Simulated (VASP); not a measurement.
Given:

```
NiO
1.0
    4.14941     2.07087     2.07087
    2.07087     4.14941     2.07087
    2.07087     2.07087     4.14941
Ni O
2 2
Cartesian
  0.00000   0.00000   0.00000
  4.14558   4.14558   4.14558
  2.07279   2.07279   2.07279
  6.21837   6.21837   6.21837
```
Starting moments (μB, in the order of the record's atoms Ni Ni O O): 1.3 -1.3 0.0 0.0.

Computed with optB86b-vdW, VASP's PBE PAW potentials (set 64) (plane waves; VASP 6.6.1). Run with 520 eV cut-off, 10×10×10 Γ-centred mesh, tetrahedra with Blöchl corrections, potentials Ni O.

The cores are frozen, which limits the accuracy of field gradients.

Give the principal components of the electric field gradient (V/Å²) and the asymmetry η at each nucleus.

| atom | Vxx | Vyy | Vzz | η |
|---|---|---|---|---|
| Ni1 | -0.9 | -0.9 | 1.8 | 0.00 |
| Ni2 | -0.9 | -0.9 | 1.8 | 0.00 |
| O3 | 1.9 | 1.9 | -3.8 | 0.00 |
| O4 | 1.9 | 1.9 | -3.8 | 0.00 |

The compound is NiO in the rock salt, AFM-II order structure. It was relaxed first.
